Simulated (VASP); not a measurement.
TiO2, 6 atoms in the cell. It takes space group I4_1/amd (No. 141, tetragonal). The conventional cell has a = 3.790 Å, b = 3.790 Å, c = 9.581 Å, α = 90.00°, β = 90.00°, γ = 90.00°. Around Ti (site symmetry -4m2) lie 6 O at 1.94 to 1.99 Å. Around O (site symmetry 2mm) lie 3 Ti at 1.94 to 1.99 Å. The cell was built by a generator and needn't be a form met in nature.

```yaml
Program: VASP 6.6.1
Task: electrostatic potential
Functional: PBE
Dispersion: D3(BJ)
Potentials_or_basis: VASP PAW PBE potentials, release 64 (Ti_sv, O)
Cutoff: 520 eV
k_mesh: 8 × 8 × 10
Occupations: gaussian, width 0.02 eV
Spin: no spin polarisation
Further_INCAR_settings: ALGO = Normal; EDIFF = 1e-07
```

Potentials or basis: VASP PAW PBE potentials, release 64 (Ti_sv, O).

Run with:

```sh
$ cat potpaw_PBE.64/Ti_sv/POTCAR potpaw_PBE.64/O/POTCAR > POTCAR
$ mpirun -np 1 vasp_std > vasp.out
```

Hardware: 1 thread of Intel(R) Xeon(R) Platinum 8559C (Emerald Rapids), on a shared host.

Estimate the wall time of this run.

It took 15 min on 1 thread of Intel(R) Xeon(R) Platinum 8559C (Emerald Rapids), with other jobs on the host, peak memory 0.43 GiB. Counts: scf iterations 17, k points 169.
